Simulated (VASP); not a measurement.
Method: PBE GGA, VASP's PBE PAW potentials (set 64) (plane waves; VASP).

VASP input:

**KPOINTS**
```
Automatic mesh
0
Gamma
6 6 6
0 0 0
```

### INCAR
```
SYSTEM = KZnF3
PREC = Accurate
ENCUT = 520
EDIFF = 1E-7
NELM = 100
ALGO = Normal
LREAL = .FALSE.
LASPH = .TRUE.
ISMEAR = -5
GGA = PE
LMAXMIX = 4
LWAVE = .FALSE.
LCHARG = .TRUE.
LORBIT = 11
NEDOS = 601
ISIF = 2
LEFG = .TRUE.
```

File POSCAR:
```
KZnF3
1
    4.1288031458     0.0000000000     0.0000000000
    0.0000000000     4.1288031458     0.0000000000
    0.0000000000     0.0000000000     4.1288031458
K Zn F
1 1 3
Direct
  0.0000000000   0.0000000000   0.0000000000
  0.5000000000   0.5000000000   0.5000000000
  0.5000000000   0.0000000000   0.5000000000
  0.0000000000   0.5000000000   0.5000000000
  0.5000000000   0.5000000000   0.0000000000
```

POTCAR, in this order: K_sv Zn F (PBE.64 set). Program: vasp_std.

The run wrote:

File OUTCAR:
```
 ion  position               nearest neighbor table
   1  0.000  0.000  0.000-
   2  0.500  0.500  0.500-   3 2.06   4 2.06   5 2.06   5 2.06   3 2.06   4 2.06
   3  0.500  0.000  0.500-   2 2.06   2 2.06
   4  0.000  0.500  0.500-   2 2.06   2 2.06
   5  0.500  0.500  0.000-   2 2.06   2 2.06
  LATTYP: Found a simple cubic cell.
 ALAT       =     4.1288031458
 Subroutine PRICEL returns:
 Original cell was already a primitive cell.
 Subroutine GETGRP returns: Found 48 space group operations
The static configuration has the point symmetry O_h .
The dynamic configuration has the point symmetry O_h .
 Subroutine INISYM returns: Found 48 space group operations
 Subroutine IBZKPT returns following result:
 Found     20 irreducible k-points:

 Following reciprocal coordinates:
            Coordinates               Weight
  0.000000  0.000000  0.000000      1.000000
  0.166667  0.000000  0.000000      6.000000
  0.333333  0.000000  0.000000      6.000000
  0.500000  0.000000  0.000000      3.000000
  0.166667  0.166667  0.000000     12.000000
  0.333333  0.166667  0.000000     24.000000
  0.500000  0.166667  0.000000     12.000000
  0.333333  0.333333  0.000000     12.000000
  0.500000  0.333333  0.000000     12.000000
  0.500000  0.500000  0.000000      3.000000
  0.166667  0.166667  0.166667      8.000000
  0.333333  0.166667  0.166667     24.000000
  0.500000  0.166667  0.166667     12.000000
  0.333333  0.333333  0.166667     24.000000
  0.500000  0.333333  0.166667     24.000000
  0.500000  0.500000  0.166667      6.000000
  0.333333  0.333333  0.333333      8.000000
  0.500000  0.333333  0.333333     12.000000
  0.500000  0.500000  0.333333      6.000000
  0.500000  0.500000  0.500000      1.000000
   k-points           NKPTS =     20   k-points in BZ     NKDIM =     20   number of bands    NBANDS=     25
...
```

### OSZICAR
```
       N       E                     dE             d eps       ncg     rms          rms(c)
DAV:   1     0.450313827782E+03    0.45031E+03   -0.22687E+04  1000   0.200E+03
DAV:   2     0.130079945186E+02   -0.43731E+03   -0.42847E+03  1208   0.487E+02
DAV:   3    -0.219118034890E+02   -0.34920E+02   -0.34796E+02  1180   0.153E+02
DAV:   4    -0.226528678780E+02   -0.74106E+00   -0.74027E+00  1598   0.207E+01
DAV:   5    -0.226662151186E+02   -0.13347E-01   -0.13340E-01  1288   0.210E+00    0.111E+01
DAV:   6    -0.202939919310E+02    0.23722E+01   -0.87832E+00  1432   0.410E+01    0.664E+00
DAV:   7    -0.203592978042E+02   -0.65306E-01   -0.15662E+00  1031   0.857E+00    0.435E+00
DAV:   8    -0.203747570258E+02   -0.15459E-01   -0.62208E-01  1291   0.160E+01    0.168E+00
DAV:   9    -0.203360959867E+02    0.38661E-01   -0.10485E-01  1550   0.952E+00    0.659E-01
DAV:  10    -0.203322471740E+02    0.38488E-02   -0.89549E-02  1487   0.725E+00    0.300E-01
DAV:  11    -0.203318886922E+02    0.35848E-03   -0.14811E-02  1442   0.164E+00    0.773E-02
DAV:  12    -0.203319814590E+02   -0.92767E-04   -0.63308E-04  1093   0.214E-01    0.785E-02
DAV:  13    -0.203319870289E+02   -0.55699E-05   -0.17819E-04  1276   0.371E-01    0.708E-02
DAV:  14    -0.203319911900E+02   -0.41611E-05   -0.13470E-04  1201   0.432E-01    0.549E-02
DAV:  15    -0.203319593352E+02    0.31855E-04   -0.14700E-04  1097   0.914E-02    0.212E-02
DAV:  16    -0.203319560989E+02    0.32364E-05   -0.57865E-06  1442   0.358E-02    0.145E-02
DAV:  17    -0.203319536816E+02    0.24173E-05   -0.35626E-06  1313   0.452E-02    0.862E-03
DAV:  18    -0.203319525781E+02    0.11034E-05   -0.58180E-06  1321   0.344E-02    0.110E-03
DAV:  19    -0.203319526223E+02   -0.44154E-07   -0.52032E-07  1089   0.618E-03
   1 F= -.20331953E+02 E0= -.20331953E+02  d E =0.000000E+00
```

### OUTCAR
```
------------------------ aborting loop because EDIFF is reached ----------------------------------------
  FORCE on cell =-STRESS in cart. coord.  units (eV):
  Direction    XX          YY          ZZ          XY          YZ          ZX
  --------------------------------------------------------------------------------------
  Total        0.0813131      0.0813131      0.0813131      0.0000000      0.0000000     -0.0000000
  in kB        1.8509673      1.8509673      1.8509673      0.0000000      0.0000000     -0.0000000
  external PRESSURE =       1.8509673 kB  Pullay stress =       0.0000000 kB
  volume of cell :       70.38
      direct lattice vectors                 reciprocal lattice vectors
     4.128803146  0.000000000  0.000000000     0.242200939  0.000000000  0.000000000
     0.000000000  4.128803146  0.000000000     0.000000000  0.242200939  0.000000000
     0.000000000  0.000000000  4.128803146     0.000000000  0.000000000  0.242200939
 POSITION                                       TOTAL-FORCE (eV/Angst)
 -----------------------------------------------------------------------------------
      0.00000      0.00000      0.00000         0.000000      0.000000      0.000000
      2.06440      2.06440      2.06440         0.000000      0.000000      0.000000
      2.06440      0.00000      2.06440         0.000000      0.000000      0.000000
      0.00000      2.06440      2.06440         0.000000      0.000000      0.000000
      2.06440      2.06440      0.00000         0.000000      0.000000      0.000000
 -----------------------------------------------------------------------------------
    total drift:                                0.000000     -0.000000     -0.000000
  FREE ENERGIE OF THE ION-ELECTRON SYSTEM (eV)
  ---------------------------------------------------
  free  energy   TOTEN  =       -20.3319526223 eV

  energy  without entropy=      -20.3319526223  energy(sigma->0) =      -20.33195262

 total charge

# of ion       s       p       d       tot
------------------------------------------
    1        1.953   5.587   0.020   7.560
    2        0.327   0.334   9.929  10.590
    3        1.733   4.354   0.000   6.087
    4        1.733   4.354   0.000   6.087
    5        1.733   4.354   0.000   6.087
--------------------------------------------------
tot          7.480  18.982   9.949  36.411
```
(Selected blocks of OUTCAR.)

The compound is KZnF3 in the cubic perovskite structure. It was relaxed first, which changed the volume by +6 %.
